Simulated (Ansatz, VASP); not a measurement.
CaGa2 (P6/mmm, 3 atoms in the cell) computed with different codes at matched settings

Self-consistent single point.

```yaml
crystal:
  lattice:
    - [4.23886, 0.00000, 0.00000]
    - [-2.11943, 3.67096, 0.00000]
    - [0.00000, 0.00000, 4.41641]
  atoms:
    - { symbol: Ca, position: [0.00000, 0.00000, 0.00000] }
    - { symbol: Ga, position: [0.33333, 0.66667, 0.50000] }
    - { symbol: Ga, position: [0.66667, 0.33333, 0.50000] }
```

All programs got the same cell, k-point mesh and kind of occupations (in Ansatz's words: kpoints.mp_grid.grid = 7 7 6; scf.occupations.method = fermi_dirac; scf.occupations.width = 0.1 eV); potentials, basis and cutoffs are each program's usual ones.

| code | model | pressure (GPa) | cutoff |
|---|---|---|---|
| Ansatz | PBEsol, PAW files made with PBE | -1.12 | 420 eV |
| VASP | PBEsol, VASP's PBE PAW potentials (set 64) | -1.15 | 300 eV |

The spread over the programs that give each value: pressure within 0.03 GPa.

The starting cell comes from a database of computed structures (which also holds hypothetical and non-ambient phases and stackings), without a prior relaxation at this level.

Task: Why do the programs differ, and what cannot be compared?

Result: Differences of this kind can come from the potentials, where these differ, and from what each basis and cutoff leave unconverged. The zero of total energies and Fermi levels follows the potentials and each program's conventions, so they are not compared here. Ansatz's pressure is given at a fixed set of plane waves, as the other plane-wave codes print theirs.

VASP's run is marked for a possible Pulay error in its stress at this cutoff; no cutoff test was made.

Left out of this page: Quantum ESPRESSO, GPAW, CP2K, Elk, FLEUR and SIESTA (not drawn, or without a comparable value); ABINIT (with a known weakness of the program).

Ansatz is an electronic-structure program.

Keys are those of Ansatz 0.2.
